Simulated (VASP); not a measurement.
Method: PBEsol GGA, VASP's PBE PAW potentials (set 64) (plane waves; VASP).

VASP input:

**POSCAR**
```
Nb
1
    4.8158391465    -0.0000000190     0.0000000000
   -2.4079201062     4.1706387750    -0.0000000000
    0.0000000000    -0.0000000000     2.6464990184
Nb
3
Direct
  0.0000000000   0.0000000000   0.0000000000
  0.3333330000   0.6666670000   0.5000000000
  0.6666670000   0.3333330000   0.5000000000
```

**KPOINTS**
```
Automatic mesh
0
Gamma
8 8 13
0 0 0
```

INCAR:
```
SYSTEM = Nb
PREC = Accurate; ENCUT = 400; LREAL = .False.
LASPH = .True.
EDIFF = 1E-7; NELM = 100; ALGO = Normal
LMAXMIX = 4
ISMEAR = -5
GGA = PS
ISIF = 2
LWAVE = .False.; LCHARG = .True.; LORBIT = 11
NEDOS = 601
LEFG = .True.
```

POTCAR, in this order: Nb_sv (PBE.64 set). Program: vasp_std.

What VASP printed:

File OUTCAR:
```
 ion  position               nearest neighbor table
   1  0.000  0.000  0.000-
   2  0.333  0.667  0.500-   3 2.78   3 2.78   3 2.78
   3  0.667  0.333  0.500-   2 2.78   2 2.78   2 2.78
  LATTYP: Found a hexagonal cell.
 ALAT       =     4.8158391465
 C/A-ratio  =     0.5495405760
 Subroutine PRICEL returns:
 Original cell was already a primitive cell.
 Subroutine GETGRP returns: Found 24 space group operations
The static configuration has the point symmetry D_6h.
The dynamic configuration has the point symmetry D_6h.
 Subroutine INISYM returns: Found 24 space group operations
 Subroutine IBZKPT returns following result:
 Found     70 irreducible k-points:

 Following reciprocal coordinates:
            Coordinates               Weight
  0.000000  0.000000  0.000000      1.000000
  0.125000 -0.000000  0.000000      6.000000
  0.250000 -0.000000  0.000000      6.000000
  0.375000  0.000000  0.000000      6.000000
  0.500000 -0.000000  0.000000      3.000000
  0.125000  0.125000  0.000000      6.000000
  0.250000  0.125000  0.000000     12.000000
  0.375000  0.125000  0.000000     12.000000
  0.250000  0.250000  0.000000      6.000000
  0.375000  0.250000  0.000000      6.000000
  0.000000  0.000000  0.076923      2.000000
  0.125000 -0.000000  0.076923     12.000000
  0.250000 -0.000000  0.076923     12.000000
  0.375000  0.000000  0.076923     12.000000
  0.500000 -0.000000  0.076923      6.000000
  0.125000  0.125000  0.076923     12.000000
  0.250000  0.125000  0.076923     24.000000
  0.375000  0.125000  0.076923     24.000000
  0.250000  0.250000  0.076923     12.000000
  0.375000  0.250000  0.076923     12.000000
  0.000000  0.000000  0.153846      2.000000
  0.125000 -0.000000  0.153846     12.000000
  0.250000 -0.000000  0.153846     12.000000
  0.375000  0.000000  0.153846     12.000000
  0.500000 -0.000000  0.153846      6.000000
  0.125000  0.125000  0.153846     12.000000
  0.250000  0.125000  0.153846     24.000000
  0.375000  0.125000  0.153846     24.000000
  0.250000  0.250000  0.153846     12.000000
  0.375000  0.250000  0.153846     12.000000
  0.000000  0.000000  0.230769      2.000000
  0.125000 -0.000000  0.230769     12.000000
  0.250000 -0.000000  0.230769     12.000000
  0.375000  0.000000  0.230769     12.000000
  0.500000 -0.000000  0.230769      6.000000
  0.125000  0.125000  0.230769     12.000000
  0.250000  0.125000  0.230769     24.000000
  0.375000  0.125000  0.230769     24.000000
  0.250000  0.250000  0.230769     12.000000
  0.375000  0.250000  0.230769     12.000000
   k-points           NKPTS =     70   k-points in BZ     NKDIM =     70   number of bands    NBANDS=     23
   number of dos      NEDOS =    601   number of ions     NIONS =      3
   total plane-waves  NPLWV =  18432
   dimension x,y,z NGX =    32 NGY =   32 NGZ =   18
   dimension x,y,z NGXF=    64 NGYF=   64 NGZF=   36
   ions per type =               3
   PREC   = accura    normal or accurate (medium, high low for compatibility)
   ISTART =      0    job   : 0-new  1-cont  2-samecut
   ICHARG =      2    charge: 1-file 2-atom 10-const
   ISPIN  =      1    spin polarized calculation?
   LNONCOLLINEAR =      F non collinear calculations
   LSORBIT =      F    spin-orbit coupling
   INIWAV =      1    electr: 0-lowe 1-rand  2-diag
   ENCUT  =  400.0 eV  29.40 Ry    5.42 a.u.   7.85  7.85  4.32*2*pi/ulx,y,z
   NELM   =    100;   NELMIN=  2; NELMDL= -5     # of ELM steps
   EDIFF  = 0.1E-06   stopping-criterion for ELM
   LREAL  =      F    real-space projection
...
```

File OSZICAR:
```
       N       E                     dE             d eps       ncg     rms          rms(c)
DAV:   1     0.413155518556E+03    0.41316E+03   -0.19529E+04  3228   0.147E+03
DAV:   2    -0.417690769919E+00   -0.41357E+03   -0.40941E+03  3801   0.600E+02
DAV:   3    -0.319516194006E+02   -0.31534E+02   -0.31098E+02  6345   0.113E+02
DAV:   4    -0.335411917885E+02   -0.15896E+01   -0.15807E+01  4729   0.234E+01
DAV:   5    -0.336316223053E+02   -0.90431E-01   -0.90631E-01  5293   0.556E+00    0.137E+01
DAV:   6    -0.323780984407E+02    0.12535E+01   -0.25898E+00  4600   0.146E+01    0.483E+00
DAV:   7    -0.322186248108E+02    0.15947E+00   -0.11385E+00  5945   0.899E+00    0.184E+00
DAV:   8    -0.322194976281E+02   -0.87282E-03   -0.13250E-01  5258   0.299E+00    0.138E+00
DAV:   9    -0.322248156657E+02   -0.53180E-02   -0.61657E-02  4405   0.249E+00    0.311E-01
DAV:  10    -0.322241314827E+02    0.68418E-03   -0.70022E-03  4967   0.829E-01    0.581E-02
DAV:  11    -0.322241918163E+02   -0.60334E-04   -0.52228E-04  5357   0.170E-01    0.264E-02
DAV:  12    -0.322241648233E+02    0.26993E-04   -0.10503E-04  5220   0.894E-02    0.825E-03
DAV:  13    -0.322241681025E+02   -0.32792E-05   -0.85180E-06  4972   0.311E-02    0.429E-03
DAV:  14    -0.322241684795E+02   -0.37699E-06   -0.45829E-07  4260   0.653E-03    0.139E-03
DAV:  15    -0.322241689939E+02   -0.51441E-06   -0.10396E-07  3045   0.378E-03    0.352E-04
DAV:  16    -0.322241689814E+02    0.12526E-07   -0.21108E-08  2898   0.143E-03
   1 F= -.32224169E+02 E0= -.32224169E+02  d E =0.000000E+00
```

**OUTCAR**
```
------------------------ aborting loop because EDIFF is reached ----------------------------------------
  FORCE on cell =-STRESS in cart. coord.  units (eV):
  Direction    XX          YY          ZZ          XY          YZ          ZX
  --------------------------------------------------------------------------------------
  Total        0.0990462      0.0990461     -0.0270065     -0.0000000     -0.0000000     -0.0000000
  in kB        2.9853959      2.9853956     -0.8140162     -0.0000004     -0.0000000     -0.0000000
  external PRESSURE =       1.7189251 kB  Pullay stress =       0.0000000 kB
  volume of cell :       53.16
      direct lattice vectors                 reciprocal lattice vectors
     4.815839147 -0.000000019  0.000000000     0.207648132  0.119885739  0.000000000
    -2.407920106  4.170638775  0.000000000     0.000000001  0.239771425  0.000000000
     0.000000000  0.000000000  2.646499018     0.000000000  0.000000000  0.377857688
 POSITION                                       TOTAL-FORCE (eV/Angst)
 -----------------------------------------------------------------------------------
      0.00000      0.00000      0.00000        -0.000000     -0.000000     -0.000000
     -0.00000      2.78043      1.32325         0.000000     -0.000000     -0.000000
      2.40792      1.39021      1.32325        -0.000000      0.000000      0.000000
 -----------------------------------------------------------------------------------
    total drift:                                0.000000     -0.000000      0.000000
  FREE ENERGIE OF THE ION-ELECTRON SYSTEM (eV)
  ---------------------------------------------------
  free  energy   TOTEN  =       -32.2241689814 eV

  energy  without entropy=      -32.2241689814  energy(sigma->0) =      -32.22416898

 total charge

# of ion       s       p       d       tot
------------------------------------------
    1        2.219   6.010   2.499  10.728
    2        2.231   5.989   2.594  10.814
    3        2.231   5.989   2.594  10.814
--------------------------------------------------
tot          6.681  17.988   7.687  32.356

 Electric field gradients after diagonalization (V/A^2)
 (convention: |V_zz| > |V_xx| > |V_yy|)
----------------------------------------------------------------------
 ion       V_xx      V_yy      V_zz     asymmetry (V_yy - V_xx)/ V_zz
----------------------------------------------------------------------
   1     -28.534   -28.531    57.065       0.000
   2     -20.014   -20.009    40.023       0.000
   3     -20.014   -20.009    40.023       0.000
```
(Selected blocks of OUTCAR.)

For a metal the tetrahedron method with Blöchl corrections gives inexact stress and forces.

The structure was generated: Nb was put into the omega type (P6/mmm), which need not be its known phase. It was relaxed first.
